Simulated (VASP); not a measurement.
Wanted: the native input for a VASP 6.6.1 run.

| Quantity | Value |
| --- | --- |
| Task | single point |
| Functional | PBEsol |
| Potentials or basis | VASP PAW PBE potentials, release 64 (Na_pv, Al, O) |
| Cutoff | 520 eV |
| k mesh | 6 × 6 × 4 |
| Occupations | gaussian, width 0.03 eV |
| Spin | no spin polarisation |
| Further INCAR settings | ALGO = Fast; EDIFF = 1e-06; NBANDS = 55 |

The structure of Na3AlO3 lies in POSCAR:

```
Na3AlO3
1.0
    5.5907480000      0.0000000000      0.0000000000
    2.1818670000      5.4163760000      0.0000000000
    0.3141150000      1.2768200000      6.4819460000
Na Al O
6 2 6
Direct
    0.0103380000      0.7357280000      0.5533640000
    0.9896620000      0.2642720000      0.4466360000
    0.0276270000      0.2575920000      0.9104570000
    0.9723730000      0.7424080000      0.0895430000
    0.5055020000      0.7929850000      0.3549450000
    0.4944980000      0.2070150000      0.6450550000
    0.5113200000      0.3569330000      0.1783800000
    0.4886800000      0.6430670000      0.8216200000
    0.2699460000      0.4709270000      0.3527050000
    0.7601270000      0.0685920000      0.2809440000
    0.6456450000      0.5981360000      0.0706750000
    0.2398730000      0.9314080000      0.7190560000
    0.7300540000      0.5290730000      0.6472950000
    0.3543550000      0.4018640000      0.9293250000
```

The cell was built by a generator and needn't be a form met in nature.

These files were run (other wordings do the same):

INCAR

```
SYSTEM = Na3AlO3
PREC = Accurate
ENCUT = 520
EDIFF = 1E-6
ISMEAR = 0
SIGMA = 0.03
LREAL = .FALSE.
LASPH = .TRUE.
NELM = 80
ALGO = Fast
ISIF = 2
LWAVE = .FALSE.
LCHARG = .TRUE.
GGA = PS
LVHAR = .TRUE.
NBANDS = 55
KPAR = 8
```

KPOINTS

```
regular mesh
0
G
  6 6 4
  0 0 0
```

Potentials or basis: VASP PAW PBE potentials, release 64 (Na_pv, Al, O).

The run is started by

```sh
$ cat potpaw_PBE.64/Na_pv/POTCAR potpaw_PBE.64/Al/POTCAR potpaw_PBE.64/O/POTCAR > POTCAR
$ mpirun -np 8 vasp_std > vasp.out
```

Results of the run:

The pressure is -1.8 GPa and the largest force is 0.126 eV/Å. The band gap on the k mesh is 2.29 eV, indirect (least direct gap 2.45 eV).

Caveat: the PAW data sets were made with another functional, which shifts forces and pressure a little.

Wall time 3.1 min on 8 MPI ranks on Intel(R) Xeon(R) Platinum 8488C (Sapphire Rapids), on a shared host, peak memory 0.7 GiB a rank.
